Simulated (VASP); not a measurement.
A run of VASP 6.6.1:

The input INCAR:

```
ALGO = Normal ; EDIFF = 1E-6
ENCUT = 520 ; GGA = PE
ISIF = 2 ; ISMEAR = 0
LASPH = T ; LCHARG = T
LELF = T ; LREAL = F
LVHAR = T ; LWAVE = F
NBANDS = 37 ; NELM = 100
PREC = Accurate ; SIGMA = 0.1
```

File KPOINTS:

```
k-points
0
Gamma
  4 4 4
```

File POSCAR:

```
Cd3Cu2
1.0
    4.7499065700      0.0000000000      0.0000000000
    0.0000000000      4.7499065700      0.0000000000
    0.0000000000      0.0000000000      4.7499065700
Cd Cu
3 2
Direct
    0.5000000000      0.0000000000      0.0000000000
    0.0000000000      0.5000000000      0.0000000000
    0.0000000000      0.0000000000      0.5000000000
    0.0000000000      0.0000000000      0.0000000000
    0.5000000000      0.5000000000      0.5000000000
```

Potentials or basis: VASP PAW PBE potentials, release 64 (Cd, Cu).

Launch:

```sh
$ cat potpaw_PBE.64/Cd/POTCAR potpaw_PBE.64/Cu/POTCAR > POTCAR
$ mpirun -np 1 vasp_std > vasp.out
```

Hardware: 1 thread of Intel(R) Xeon(R) Platinum 8259CL CPU @ 2.50GHz (Skylake/Cascade Lake), with other jobs on the host.

Q: How long does it take, and how much memory?

A: Wall time 46 s on 1 thread of Intel(R) Xeon(R) Platinum 8259CL CPU @ 2.50GHz (Skylake/Cascade Lake), on a shared host, peak memory 0.2 GiB. Counts: scf iterations 15, k points 10.
